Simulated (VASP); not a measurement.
Data:

```
Ir
1.0
    0.00000     1.91964     1.91964
    1.91964     0.00000     1.91964
    1.91964     1.91964     0.00000
Ir
1
Direct
  0.00000   0.00000   0.00000
```

All values below come from PBE GGA with D4 dispersion, VASP's PBE PAW potentials (set 64) (plane waves; VASP). Settings: 520 eV cut-off, 18×18×18 Γ-centred mesh, tetrahedra with Blöchl corrections, potentials Ir.

Unless said otherwise, spin-orbit coupling is left out, though it shifts the bands of the heavy elements here.

### Question
What does the run give for the energy per atom (σ→0), band gap (on the k-mesh) with the smallest direct gap where there is one?

### Answer

- band gap (on the k-mesh): none (metal, semimetal or under 0.01 eV)
- energy per atom (σ→0): -9.762 eV/atom

The compound is Ir in the fcc structure. It was relaxed first.
